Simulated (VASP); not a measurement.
Wanted: the native input for a VASP 6.6.1 run.

```
Task                   : band structure
Functional             : PBE
Potentials or basis    : VASP PAW PBE potentials, release 64 (Sn_d, Se)
Cutoff                 : 520 eV
k mesh                 : 9 × 9 × 5
Occupations            : gaussian, width 0.03 eV
Spin                   : no spin polarisation
Further INCAR settings : ALGO = Normal; EDIFF = 1e-06
```

The structure of SnSe2 lies in POSCAR:

```
SnSe2                                   
1.0
    3.8408446087      0.0000000000     -0.0000000000
   -1.9204223043      3.3262690031      0.0000000000
   -0.0000000000     -0.0000000000      6.0073279042
  Sn              Se            
     1     2
Direct
     1.0000000000000000    0.0000000000000000    0.0000000000000000
     0.3333333332999970    0.6666666667000030    0.2655066399961811
     0.6666666667000030    0.3333333332999970    0.7344933600038188
```

The input as run:

INCAR

```
SYSTEM = SnSe2
  ALGO = Normal
  EDIFF = 1E-6
  ENCUT = 520
  GGA = PE
  ISIF = 2
  ISMEAR = 0
  KPAR = 2
  LASPH = .TRUE.
  LCHARG = .FALSE.
  LREAL = .FALSE.
  LWAVE = .FALSE.
  NELM = 80
  PREC = Accurate
  SIGMA = 0.03
```

KPOINTS

```
k-points
0
G
  9 9 5
  0 0 0
```

KPOINTS_OPT

```
explicit points
258
Reciprocal
 0.0000000000  0.0000000000  0.0000000000 1
 0.0263157895  0.0000000000  0.0000000000 1
 0.0526315789  0.0000000000  0.0000000000 1
 0.0789473684  0.0000000000  0.0000000000 1
 0.1052631579  0.0000000000  0.0000000000 1
 0.1315789474  0.0000000000  0.0000000000 1
[... 250 lines left out ...]
 0.5000000000  0.0000000000  0.0341801200 1
 0.5000000000  0.0000000000 -0.0341801200 1
```

Potentials or basis: VASP PAW PBE potentials, release 64 (Sn_d, Se).

The run is started by

```sh
$ cat potpaw_PBE.64/Sn_d/POTCAR potpaw_PBE.64/Se/POTCAR > POTCAR
$ mpirun -np 2 vasp_std > vasp.out
```

It gave:

```yaml
Pressure: 2.3 GPa
Largest_force: 0.015 eV/Å
Band_gap_on_the_k_mesh: 0.43 eV, indirect (least direct gap 0.81 eV)
Band_gap_along_the_path: 0.42 eV, indirect (least direct gap 0.81 eV)
```

Caveat: spin-orbit coupling is left out, which moves the levels of the heavy elements.

Wall time 52 s on 2 MPI ranks on Intel(R) Xeon(R) 6975P-C (Granite Rapids), on a shared host, peak memory 0.25 GiB a rank.
